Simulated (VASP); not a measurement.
Data:

```xyz
1
Lattice="0.0000 2.8129 2.8129 2.8129 0.0000 2.8129 2.8129 2.8129 0.0000" Properties=species:S:1:pos:R:3 pbc="T T T"
Ca     2.8129     2.8129     0.0000
```

Level of theory: r2SCAN meta-GGA, VASP's PBE PAW potentials (set 64) (plane waves; VASP). Numerical set-up: 520 eV cut-off, 11×11×11 Γ-centred mesh, first-order Methfessel-Paxton smearing of 0.10 eV, potentials Ca_sv.

Task: Predict the energy per atom (σ→0), band gap (on the k-mesh) with the smallest direct gap where there is one.

Result: 
The band gap (on the k-mesh) is none (metal, semimetal or under 0.01 eV) and the energy per atom (σ→0) comes out as -7.029 eV/atom.

Total energies compare only between runs with the same potentials, cut-off and functional.

The compound is Ca in the fcc structure. This cell is one point of a volume scan, at 1.03 of the reference volume.
